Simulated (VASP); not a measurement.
Input:

```
MoS2
1.0
    3.21028     0.00000     0.00000
   -1.60514     2.78018     0.00000
    0.00000     0.00000    13.28118
Mo S
2 4
Direct
  0.00000   0.00000   0.25000
  0.00000   0.00000   0.75000
  0.33333   0.66667   0.36774
  0.66667   0.33333   0.63226
  0.66667   0.33333   0.86774
  0.33333   0.66667   0.13226
```

Calculation: PBE GGA, VASP's PBE PAW potentials (set 64) (plane waves; VASP). Settings: 300 eV cut-off, 6×6×2 Γ-centred mesh, Gaussian smearing of 0.010 eV, potentials Mo_sv S.

The path is coarsely sampled, so an indirect gap can come out somewhat too large.

Question: Give the energies of bands 17 to 30 at the high-symmetry points, in eV from the valence-band maximum.

Answer: 
```json
[
 {"band": "17", "Γ": "-3.07", "M": "-4.50", "K": "-4.49", "A": "-3.08", "L": "-4.48", "H": "-4.47"},
 {"band": "18", "Γ": "-3.07", "M": "-4.48", "K": "-4.49", "A": "-3.08", "L": "-4.48", "H": "-4.47"},
 {"band": "19", "Γ": "-2.82", "M": "-3.62", "K": "-4.00", "A": "-2.25", "L": "-3.61", "H": "-4.03"},
 {"band": "20", "Γ": "-2.00", "M": "-3.59", "K": "-4.00", "A": "-2.25", "L": "-3.61", "H": "-4.03"},
 {"band": "21", "Γ": "-2.00", "M": "-2.62", "K": "-3.40", "A": "-2.00", "L": "-2.34", "H": "-3.30"},
 {"band": "22", "Γ": "-2.00", "M": "-2.02", "K": "-3.20", "A": "-2.00", "L": "-2.34", "H": "-3.30"},
 {"band": "23", "Γ": "-2.00", "M": "-1.54", "K": "-2.62", "A": "-2.00", "L": "-1.50", "H": "-2.61"},
 {"band": "24", "Γ": "-1.45", "M": "-1.47", "K": "-2.62", "A": "-2.00", "L": "-1.50", "H": "-2.61"},
 {"band": "25", "Γ": "-0.76", "M": "-1.20", "K": "-0.50", "A": "-0.25", "L": "-1.07", "H": "-0.49"},
 {"band": "26", "Γ": "0.00", "M": "-0.99", "K": "-0.50", "A": "-0.25", "L": "-1.07", "H": "-0.49"},
 {"band": "27", "Γ": "2.18", "M": "1.67", "K": "1.10", "A": "2.21", "L": "1.68", "H": "1.11"},
 {"band": "28", "Γ": "2.19", "M": "1.69", "K": "1.11", "A": "2.21", "L": "1.68", "H": "1.11"},
 {"band": "29", "Γ": "2.24", "M": "2.18", "K": "2.58", "A": "2.21", "L": "2.18", "H": "2.47"},
 {"band": "30", "Γ": "2.26", "M": "2.20", "K": "2.58", "A": "2.21", "L": "2.18", "H": "2.47"}
]
```

The gap is indirect, 1.10 eV, from the valence maximum at Γ to the conduction minimum at H-K at 0.80.

The structure comes from a computed database's MoS2 entry; how it stands against other phases isn't given here. The cell was not relaxed at this level.
